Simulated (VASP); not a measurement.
Input:

```
Ru
1.0
    1.35500    -2.34693     0.00000
    1.35500     2.34693     0.00000
    0.00000     0.00000     4.28000
Ru
2
Direct
  0.33333   0.66667   0.25000
  0.66667   0.33333   0.75000
```

The numbers are results of PBE GGA, VASP's PBE PAW potentials (set 64) (plane waves; VASP 6.6.1), not measurements. Settings: 400 eV cut-off, 14×14×8 Γ-centred mesh, first-order Methfessel-Paxton smearing of 0.10 eV, potentials Ru_pv.

Question: Give the stress tensor in GPa (positive for a compressed cell).

Answer: 
```
2.95  0.00  0.00
0.00  2.95  0.00
0.00  0.00  2.14
```
The pressure is its mean diagonal, 2.68 GPa.

The compound is Ru in the hcp structure. The cell was not relaxed at this level.
